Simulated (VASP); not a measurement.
OSZICAR of a VASP run on PbF2 (fluorite):

OSZICAR:
```
       N       E                     dE             d eps       ncg     rms          rms(c)
DAV:   1     0.330313353143E+03    0.33031E+03   -0.16563E+04   720   0.200E+03
DAV:   2     0.154537732366E+02   -0.31486E+03   -0.30551E+03   816   0.487E+02
DAV:   3    -0.152971341512E+02   -0.30751E+02   -0.30444E+02   816   0.165E+02
DAV:   4    -0.163216497940E+02   -0.10245E+01   -0.10214E+01   776   0.310E+01
DAV:   5    -0.163563307109E+02   -0.34681E-01   -0.34679E-01   812   0.576E+00    0.805E+00
DAV:   6    -0.143721153259E+02    0.19842E+01   -0.10605E+01   934   0.271E+01    0.279E+00
DAV:   7    -0.143618458756E+02    0.10269E-01   -0.47198E-01   724   0.475E+00    0.158E+00
DAV:   8    -0.143560102534E+02    0.58356E-02   -0.10576E-01   720   0.399E+00    0.487E-01
DAV:   9    -0.143537724848E+02    0.22378E-02   -0.20733E-02   830   0.109E+00    0.105E-01
DAV:  10    -0.143549590547E+02   -0.11866E-02   -0.18250E-03   722   0.496E-01    0.329E-02
DAV:  11    -0.143549332131E+02    0.25842E-04   -0.14247E-04   776   0.133E-01    0.148E-02
DAV:  12    -0.143549442308E+02   -0.11018E-04   -0.76999E-05   840   0.941E-02    0.128E-02
DAV:  13    -0.143549416702E+02    0.25606E-05   -0.29446E-05   862   0.578E-02    0.334E-03
DAV:  14    -0.143549415893E+02    0.80850E-07   -0.15487E-06   554   0.947E-03
   1 F= -.12674679E+02 E0= -.12674679E+02  d E =-.126747E+02
       N       E                     dE             d eps       ncg     rms          rms(c)
DAV:   1    -0.165945716876E+02   -0.22396E+01   -0.57914E+01   908   0.105E+02    0.111E+01
DAV:   2    -0.144747467994E+02    0.21198E+01   -0.10177E+01   760   0.334E+01    0.235E+00
DAV:   3    -0.142955992698E+02    0.17915E+00   -0.56615E-01   916   0.131E+01    0.100E+00
DAV:   4    -0.142722645859E+02    0.23335E-01   -0.15111E-01   838   0.609E+00    0.371E-01
DAV:   5    -0.142745720422E+02   -0.23075E-02   -0.30569E-02   786   0.210E+00    0.300E-01
DAV:   6    -0.142724752020E+02    0.20968E-02   -0.86236E-03   900   0.113E+00    0.539E-02
DAV:   7    -0.142724655280E+02    0.96740E-05   -0.83413E-04   790   0.305E-01    0.124E-02
DAV:   8    -0.142724658858E+02   -0.35782E-06   -0.23571E-05   772   0.571E-02    0.726E-03
DAV:   9    -0.142724642633E+02    0.16226E-05   -0.49724E-06   800   0.349E-02    0.137E-03
DAV:  10    -0.142724640146E+02    0.24870E-06   -0.38811E-07   412   0.553E-03
   2 F= -.12726178E+02 E0= -.12726178E+02  d E =-.514988E-01
       N       E                     dE             d eps       ncg     rms          rms(c)
DAV:   1    -0.144153403058E+02   -0.14288E+00   -0.29282E+00   910   0.259E+01    0.237E+00
DAV:   2    -0.143159061442E+02    0.99434E-01   -0.44332E-01   756   0.708E+00    0.498E-01
DAV:   3    -0.143073536341E+02    0.85525E-02   -0.23474E-02   892   0.267E+00    0.212E-01
DAV:   4    -0.143060864987E+02    0.12671E-02   -0.74506E-03   830   0.135E+00    0.719E-02
DAV:   5    -0.143061212558E+02   -0.34757E-04   -0.97642E-04   760   0.425E-01    0.418E-02
DAV:   6    -0.143060626517E+02    0.58604E-04   -0.24136E-04   918   0.228E-01    0.941E-03
DAV:   7    -0.143060624941E+02    0.15768E-06   -0.18191E-05   834   0.417E-02    0.183E-03
DAV:   8    -0.143060626516E+02   -0.15750E-06   -0.83904E-07   528   0.102E-02
   3 F= -.12731110E+02 E0= -.12731110E+02  d E =-.564311E-01
```

### Question
Which electronic solver shows in the log?

### Answer
It is blocked Davidson (ALGO = Normal, or the opening steps of other solvers). The INCAR had ALGO = Normal.

### Question
Can the final energy be trusted as converged?

### Answer
Self-consistency was reached. It stopped with EDIFF = 1E-6, NELM = 100, NSW = 40 and EDIFFG = -0.02 after 3 ionic steps (PBE GGA, plane waves, VASP's PBE PAW potentials (set 64)). Energy and stress use the plane-wave basis of the starting cell.

The compound is PbF2 in the fluorite structure, the β form. This run relaxes it under an external pressure of 5 GPa. Symmetry was kept, so distortions that lower it aren't found.
